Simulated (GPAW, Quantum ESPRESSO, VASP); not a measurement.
One structure in several programs: HfNi (P1, 4 atoms in the cell)

Self-consistent single point.

```
CELL_PARAMETERS angstrom
      1.60093    -4.91694     0.00000
      1.60093     4.91694     0.00000
      0.00000     0.00000     4.03489
ATOMIC_POSITIONS crystal
  Hf 0.85959 0.13978 0.74521
  Hf 0.14608 0.86198 0.24918
  Ni 0.57669 0.40886 0.75596
  Ni 0.41764 0.58938 0.24965
```

All programs got the same cell, k-point mesh and kind of occupations (in GPAW's words: kpts = 6 6 5; mesh shift (steps) = 0 0 0; occupations.name = fermi-dirac; occupations.width = 0.1 eV); potentials, basis and cutoffs are each program's usual ones.

| code | model | pressure (GPa) | largest force (eV/Å) | cutoff |
|---|---|---|---|---|
| GPAW | PBEsol, GPAW PAW datasets PBEsol (made by gpaw-setup) | -1.00 | 0.314 | 850 eV |
| VASP | PBEsol, VASP's PBE PAW potentials (set 64) | -2.97 | 0.297 | 300 eV |
| Quantum ESPRESSO | PBEsol, GBRV 1.5 ultrasoft (PBESOL) pseudopotentials | -2.02 | 0.299 | 50 Ry |

Size of the force on each atom (eV/Å): Sizes of forces hide their directions.

```csv
code,Hf1,Hf2,Ni3,Ni4
GPAW,0.169,0.278,0.314,0.265
VASP,0.182,0.297,0.291,0.249
Quantum ESPRESSO,0.178,0.292,0.299,0.260
```

The spread over the programs that give each value: pressure within 1.97 GPa; largest force within 0.017 eV/Å.

The starting cell comes from a database of computed structures (which also holds hypothetical and non-ambient phases and stackings), without a prior relaxation at this level. Its atoms were displaced at random from the sites of space group no. 63. On GPAW's run: Spin-orbit coupling is off. Spin polarisation is off.

**Question.** Why do the programs differ, and what cannot be compared?

**Answer.** Differences of this kind can come from the potentials, where these differ, and from what each basis and cutoff leave unconverged. The valence holds different numbers of electrons (GPAW 56, VASP 40, Quantum ESPRESSO 60). The zero of total energies and Fermi levels follows the potentials and each program's conventions, so they are not compared here. In the pressure, GPAW (by 1.02) lies more than 1 GPa from the median of the plane-wave programs.

VASP's run is marked for a possible Pulay error in its stress at this cutoff; no cutoff test was made.

Left out of this page: Ansatz, CP2K, Elk, FLEUR and SIESTA (not drawn, or without a comparable value); ABINIT (stopped by limits of time or memory).

Keys are those of Ansatz 0.2.
